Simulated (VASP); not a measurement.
These are r2SCAN meta-GGA, VASP's PBE PAW potentials (set 64) (plane waves; VASP) values and carry that method's errors. For the first row: Settings: 400 eV cut-off, 7×7×7 Γ-centred mesh, tetrahedra with Blöchl corrections, potentials Ge_d Rh_pv.

```json
[
 {"system": "GeRh (space group P2_13)", "energy (eV/atom)": "-19.4963"},
 {"system": "Ge (diamond)", "energy (eV/atom)": "-13.8670"},
 {"system": "Rh (fcc)", "energy (eV/atom)": "-24.1354"}
]
```

The references are the elements' solids at the same level; no temperature or zero-point terms are added.

Q: What is the formation energy per atom of GeRh?

A: The references average (4×(-13.8670) + 4×(-24.1354))/8 = -19.0012 eV, so the formation energy is -19.4963 − (-19.0012) = -0.495 eV/atom.
